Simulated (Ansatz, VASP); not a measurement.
## Cross-check of C (Diamond) between VASP and Ansatz

Wanted: the spread between two codes on one cell, functional and k mesh. The structure shown comes from an earlier Ansatz run, which isn't shown and may have moved the atoms alone.

Method: plane waves, with VASP 6.6.1 beside it; elastic constants at LDA, in Ansatz 0.2.0.

## Step 1: The starting structure

It takes space group Fd-3m (No. 227, cubic). Conventional cell: a = 3.550 Å, b = 3.550 Å, c = 3.550 Å, α = 90.00°, β = 90.00°, γ = 90.00°. Nearest to C lie 4 C at 1.54 Å.

## Step 2: Ansatz: elastic constants, LDA

Ansatz runs on its PAW soft_1 files.

Elastic constants are differences of stresses under small strains, so they test the stress and the mesh.

Input file input.yaml:

```yaml
crystal:
  lattice:
    - [0.0, 1.7751817095, 1.7751817095]
    - [1.7751817095, 0.0, 1.7751817095]
    - [1.7751817095, 1.7751817095, 0.0]
  atoms:
    - { symbol: C, position: [0.0, 0.0, 0.0] }
    - { symbol: C, position: [0.25, 0.25, 0.25] }
kpoints:
  mp_grid: { grid: [6, 6, 6] }
hamiltonian:
  xc: lda
  pseudopotentials: { kind: paw, azcp: { folder: soft_1 }, xc_functional: pbe }
scf:
  occupations: { method: fixed }
output:
  forces: true
  stress: true
  eigenvalues: true
basis:
  ecutwfc: 260.0
elastic:
  mode: relaxed_ion
  stencil: two_point
```

Command:

```bash
$ ansatz run input.yaml --threads 8 --pin off --max-ram 15360MiB --backend cpu --events-out ev --progress --plain --runs-dir out
```

Numbers of over 12 decimals in the logs are rounded to 6 here.

The log of the run:

```text
Warning: basis.ecutwfc = 260 eV is below the records' recommended 420 eV, and the density's cutoff is lower with it unless basis.ecutrho_ratio is high enough to keep the records' density cutoff: compare with a run at a higher cutoff
Engine: ansatz 0.2.0, aarch64-unknown-linux-gnu
Pseudopotentials: kind: paw
Pseudopotential: C, paw, valence charge 4, recommended cutoff 420 eV (normal), soft_1/C.paw.azcp
Functional definition: SPW92
  exchange = slater_x
  correlation = pw_c
Crystal: 2 atoms, lattice volume = 11.188 Å³
Basis set: ecut = 260 eV, 113 PW (Γ)
Bands: 8, of which v1, the nominal top of the filled ones, is band 4 counted from 1 (3 counted from 0)
Symmetry: 48 space group operations
Space group: Fd-3m (ITA 227), of the structure as read, at distance tolerance 2.2e-5 Å
k-points: 16 of 216
Non-local potential: C, projectors of the file, l = 0: 2, l = 1: 2, l = 2: 1
PAW form: soft (Blöchl's): semilocal exchange-correlation on the pseudo side does not see the compensation charge
PAW frozen core: C, regenerated for the run's functional, and the local potential with it (the file was generated under x = pbe(κ = 0.804, μ = 0.219515), c = pbe(β = 0.066725))
PAW one-centre angular grid: C, 110 points (default); XC on 64 Gauss nodes
Initial density: superposition of atomic densities (chi_scale 0.1, normalization cell)
Initial wavefunctions: pseudopotential atomic-orbital guess
Functional: x = slater, c = lda
SCF iter   1: F=—  HF=-486.045056 eV  |F-HF|=—  |Δ(HF+E_count)|=         —  Δρ=1.40e-1  dr2=1.54e0  ethr=3.10e-3  ⟨swp⟩=3.6  Hψ=728  notcnv=0  defer=23
preconditioner: auto → none  [insulator: Δε(μ)=4.988 eV  Ē_g=19.895 eV  n_scr=0 (ndim 8)  ℏωp=31.4 eV  f_vac=0.000  ε∞_Penn≈3.5]
SCF iter   2: F=—  HF=-485.461353 eV  |F-HF|=—  |Δ(HF+E_count)|=   5.84e-1  Δρ=5.48e-2  dr2=2.04e-1  ethr=3.10e-3  ⟨swp⟩=2.8  Hψ=347  notcnv=0  defer=23
SCF iter   3: F=—  HF=-485.385593 eV  |F-HF|=—  |Δ(HF+E_count)|=   7.58e-2  Δρ=5.48e-3  dr2=1.00e-3  ethr=2.56e-3  ⟨swp⟩=2.8  Hψ=226  notcnv=0  defer=29
SCF iter   4: F=—  HF=-485.385492 eV  |F-HF|=—  |Δ(HF+E_count)|=   1.01e-4  Δρ=7.11e-5  dr2=2.29e-7  ethr=1.25e-5  ⟨swp⟩=2.3  Hψ=177  notcnv=0  defer=30
SCF iter   5: F=—  HF=-485.385497 eV  |F-HF|=—  |Δ(HF+E_count)|=   4.47e-6  Δρ=4.90e-5  dr2=7.36e-8  ethr=2.87e-9  ⟨swp⟩=1.9  Hψ=177  notcnv=0  defer=8
SCF iter   6: F=—  HF=-485.385497 eV  |F-HF|=—  |Δ(HF+E_count)|=   1.59e-8  Δρ=1.74e-5  dr2=1.07e-8  ethr=9.20e-10  ⟨swp⟩=2.5  Hψ=195  notcnv=0  defer=8
SCF iter   7: F=—  HF=-485.385497 eV  |F-HF|=—  |Δ(HF+E_count)|=   3.63e-9  Δρ=7.72e-6  dr2=2.06e-9  ethr=1.34e-10  ⟨swp⟩=1.0  Hψ=128  notcnv=0  defer=8
SCF iter   8: F=—  HF=-485.385497 eV  |F-HF|=—  |Δ(HF+E_count)|=  8.15e-10  Δρ=1.20e-6  dr2=5.09e-11  ethr=2.58e-11  ⟨swp⟩=2.0  Hψ=180  notcnv=0  defer=8
SCF iter   9: F=—  HF=-485.385497 eV  |F-HF|=—  |Δ(HF+E_count)|=  2.44e-11  Δρ=9.75e-8  dr2=3.40e-13  ethr=6.36e-13 (applied; sched 1.00e-12)  ⟨swp⟩=2.0  Hψ=183  notcnv=0  defer=8
SCF iter  10: F=-485.385497 eV  HF=-485.385497 eV  |F-HF|=5.68e-14  |Δ(HF+E_count)|=  5.68e-14  Δρ=4.03e-9  dr2=5.79e-16  ethr=1.00e-12  ⟨swp⟩=5.3  Hψ=536  notcnv=0
SCF 1 converged in 10 iterations: F = -485.385497 eV  dr2 = 5.79e-16
  greatest PAW one-centre occupation: 0.631 electrons in one spin orbital (limit 2), on the C atom at site 1 (counted from 0), in its partial waves of l = 0
Crystal: 2 atoms, lattice volume = 11.166 Å³
Symmetry: 16 space group operations
k-points: 30 of 216
Initial density: handed on by an earlier stage of this run
Initial wavefunctions: those handed on with the density
iter 1 solved again at ethr=3.60e-7 eV; its pass at ethr=3.10e-3 eV (dr2=2.88e-5 eV) is discarded
SCF iter   1: F=—  HF=-485.386205 eV  |F-HF|=—  |Δ(HF+E_count)|=         —  Δρ=5.60e-4  dr2=2.83e-5  ethr=3.60e-7  ⟨swp⟩=1.1  Hψ=1490  notcnv=0  defer=35
preconditioner: auto → none  [insulator: Δε(μ)=4.189 eV  Ē_g=19.839 eV  n_scr=0 (ndim 8)  ℏωp=31.4 eV  f_vac=0.000  ε∞_Penn≈3.5]
SCF iter   2: F=—  HF=-485.386193 eV  |F-HF|=—  |Δ(HF+E_count)|=   1.12e-5  Δρ=2.01e-4  dr2=3.41e-6  ethr=3.54e-7  ⟨swp⟩=2.0  Hψ=353  notcnv=0  defer=3
SCF iter   3: F=—  HF=-485.386193 eV  |F-HF|=—  |Δ(HF+E_count)|=   3.15e-7  Δρ=2.19e-5  dr2=1.49e-8  ethr=4.26e-8  ⟨swp⟩=2.4  Hψ=365  notcnv=0
SCF iter   4: F=—  HF=-485.386193 eV  |F-HF|=—  |Δ(HF+E_count)|=   2.05e-7  Δρ=4.32e-7  dr2=7.60e-12  ethr=1.86e-10  ⟨swp⟩=1.0  Hψ=240  notcnv=0
SCF iter   5: F=—  HF=-485.386193 eV  |F-HF|=—  |Δ(HF+E_count)|=  3.25e-11  Δρ=1.77e-7  dr2=9.11e-13  ethr=1.00e-12  ⟨swp⟩=4.8  Hψ=766  notcnv=0
SCF iter   6: F=—  HF=-485.386193 eV  |F-HF|=—  |Δ(HF+E_count)|=  5.12e-13  Δρ=7.28e-8  dr2=1.65e-13  ethr=1.14e-14 (applied; sched 1.00e-12)  ⟨swp⟩=2.0  Hψ=360  notcnv=0
SCF iter   7: F=-485.386193 eV  HF=-485.386193 eV  |F-HF|=5.68e-14  |Δ(HF+E_count)|=  2.84e-13  Δρ=1.78e-8  dr2=9.83e-15  ethr=1.00e-12  ⟨swp⟩=3.0  Hψ=600  notcnv=0
[...]
SCF iter   5: F=—  HF=-485.383060 eV  |F-HF|=—  |Δ(HF+E_count)|=  1.46e-11  Δρ=1.40e-7  dr2=5.67e-13  ethr=6.76e-13 (applied; sched 1.00e-12)  ⟨swp⟩=2.0  Hψ=524  notcnv=0
SCF iter   6: F=-485.383060 eV  HF=-485.383060 eV  |F-HF|=5.68e-14  |Δ(HF+E_count)|=  1.71e-13  Δρ=7.02e-9  dr2=1.90e-15  ethr=1.00e-12  ⟨swp⟩=3.8  Hψ=984  notcnv=0
SCF 4 converged in 6 iterations: F = -485.383060 eV  dr2 = 1.90e-15
relax step   1: F+E_penalty+E_count = -485.38306045 eV  Δ(F+E_penalty+E_count) = +0.000e0 eV  max|allowed force component| = 1.122e-2 eV/Å  Δτ_max = 0.0000 Å  (6 SCF iters, accepted)
[...]
relax step   2: F+E_penalty+E_count = -485.38306166 eV  Δ(F+E_penalty+E_count) = -1.210e-6 eV  max|allowed force component| = 5.207e-3 eV/Å  Δτ_max = 0.0001 Å  (4 SCF iters, accepted)
[...]
relax step   3: F+E_penalty+E_count = -485.38306199 eV  Δ(F+E_penalty+E_count) = -3.318e-7 eV  max|allowed force component| = 3.994e-7 eV/Å  Δτ_max = 0.0001 Å  (4 SCF iters, accepted)
[...]
relax step   1: F+E_penalty+E_count = -485.38306043 eV  Δ(F+E_penalty+E_count) = +0.000e0 eV  max|allowed force component| = 1.122e-2 eV/Å  Δτ_max = 0.0000 Å  (6 SCF iters, accepted)
[...]
relax step   2: F+E_penalty+E_count = -485.38306197 eV  Δ(F+E_penalty+E_count) = -1.542e-6 eV  max|allowed force component| = 6.652e-7 eV/Å  Δτ_max = 0.0001 Å  (4 SCF iters, accepted)
iter 1 solved again at ethr=1.00e-12 eV; its pass at ethr=3.10e-3 eV (dr2=8.68e-14 eV) is discarded
SCF iter   1: F=—  HF=-485.383062 eV  |F-HF|=—  |Δ(HF+E_count)|=         —  Δρ=5.95e-8  dr2=8.42e-14  ethr=1.00e-12  ⟨swp⟩=1.0  Hψ=2279  notcnv=0
SCF iter   2: F=-485.383062 eV  HF=-485.383062 eV  |F-HF|=1.14e-13  |Δ(HF+E_count)|=  1.14e-13  Δρ=2.93e-8  dr2=1.94e-14  ethr=1.00e-12  ⟨swp⟩=3.3  Hψ=934  notcnv=0
SCF 10 converged in 2 iterations: F = -485.383062 eV  dr2 = 1.94e-14
SCF converged after 10 iterations
Free energy (F): -485.385497 eV
Harris-Foulkes:  -485.385497 eV  (|F-HF|=5.68e-14)
Internal energy: -485.385497 eV  (E = F + TS)
E sigma→0 (E₀):  -485.385497 eV
Fermi energy:    13.334405 eV
--- Per-component energies (eV) ---
  E_band       = 35.041562
  E_kinetic    = 181.906591
  E_local      = -109.813508  (includes V_loc(G=0)·N_el)
  E_nonlocal   = 45.861301
  E_hartree    = 25.825583
  E_xc         = -95.488800
  E_vxc        = -118.299029  (∫ρ·V_xc dr)
  E_paw        = -184.236284  (= ΣΔE_a)
  E_vpaw       = -16.265302  (= ΣTr[D̂ρ^β])
  E_aug_tail   = 0.000343  (compensation charges beyond the density's cutoff)
  E_ewald      = -349.566387
  E_core_change = 0.125665  (= ΣΔE_core)
  E_smearing   = -0.000000  (= −TS)
  E_closure    = 0.000000  (closes the sum)
  Σ components = -485.385497   (vs F -485.385497, Δ=0.00e0)
--- Forces (eV/Å), atoms counted from 1 ---
  atom   1  C      0.00000000    -0.00000000    -0.00000000
  atom   2  C      0.00000000    -0.00000000     0.00000000
  max |Σ_I F_I| component: 1.39e-17 eV/Å
--- Stress (GPa, compression-positive) ---
       -0.046216      -0.000000       0.000000
       -0.000000      -0.046216      -0.000000
        0.000000      -0.000000      -0.046216
  P = ⅓ Tr σ = -0.0462 GPa (-0.462 kbar)
--- Band table (eV; the first three rows and the last of 16) ---
  k-point 0: bands = ["-8.1933", "13.3344", "13.3344", "13.3344", "19.1038", "19.1038", "19.1038", "27.0730"]
  k-point 1: bands = ["-7.4180", "9.6634", "12.3540", "12.3540", "20.4551", "20.4551", "20.9231", "27.6152"]
  k-point 2: bands = ["-5.1429", "3.9835", "11.0335", "11.0335", "21.7469", "21.7469", "22.2064", "28.7109"]
  k-point 15: bands = ["1.2082", "1.2082", "5.4503", "5.4503", "21.6237", "21.6237", "28.1508", "28.1508"]
--- Elastic constants: 2 strain directions × 2 members + reference (group order 48) ---
  dense FFT box of the reference and of every strained cell: 15×15×15
  strains applied: 11, 23; error gains: componentwise 1.00 (the most a stress slope's error grows in a printed constant), spectral 1.73 (1 for all six strains in a standard setting)
  C = ∂σ_k/∂η_j (tension-positive GPa; Voigt order 11 22 33 23 13 12):
      1270.249    175.459    175.459     -0.000     -0.000     -0.000
       175.459   1270.249    175.459     -0.000     -0.000     -0.000
       175.459    175.459   1270.249     -0.000     -0.000     -0.000
         0.000     -0.000     -0.000    576.226     -0.000     -0.000
        -0.000      0.000     -0.000      0.000    576.226      0.000
        -0.000      0.000      0.000     -0.000     -0.000    576.226
  reference stress σ⁰ (GPa):      0.046      0.046      0.046      0.000     -0.000      0.000
  C* (energy form; C + prestress term) asymmetry max|C*_kj − C*_jk| = 8.527e-14 GPa — a small one proves nothing (zero by symmetry where the batch's group is 432, −43m or m−3m); a large one is finite-difference/SCF noise where every solve meets its electron count
  moduli (Voigt/Reuss/Hill, GPa): K = 540.39/540.39/540.39   G = 564.69/564.34/564.52   E = 1256.14   ν = 0.113
  mechanically stable: yes (min eigenvalue of sym C = 576.23 GPa)
  strain η (Voigt 11):  stress-route row diagonal C_11 = 1270.25 GPa, energy-path curvature d²(F+E_count+ΔE)/dδ²/Ω₀ = 1213.61 GPa
         δ    σ_11 (GPa)             F (eV)   n_scf  n_hpsi   n_pw
    -2.000e-3      -2.5892        -485.3861930       7    4476    113   relax 0 steps, max|allowed force component| 1.39e-17 eV/Å
     2.000e-3       2.4918        -485.3825662       5    3713    113   relax 0 steps, max|allowed force component| 1.39e-17 eV/Å
  strain η (Voigt 23):  stress-route row diagonal C_44 = 576.23 GPa, energy-path curvature d²(F+E_count+ΔE)/dδ²/Ω₀ = 1010.70 GPa
         δ    σ_23 (GPa)             F (eV)   n_scf  n_hpsi   n_pw
    -2.000e-3      -1.1524        -485.3830620       2    3693    113   relax 3 steps, max|allowed force component| 3.99e-7 eV/Å
     2.000e-3       1.1525        -485.3830620       2    3675    113   relax 2 steps, max|allowed force component| 6.65e-7 eV/Å
```

[end of part 1 of 2]

[Lines on the potential files, build, host, timing and source positions are cut from VASP's logs without a mark.]

[Logs are printed without paths, hosts, clocks, repeated set-up lines and the standing remarks that a program may print on its own settings, such as how far it seeks lower states.]

[Hosts, paths, dates, database ids (printed as entryN), source tags and the programs' standing remarks are cut or masked in the printed files.]
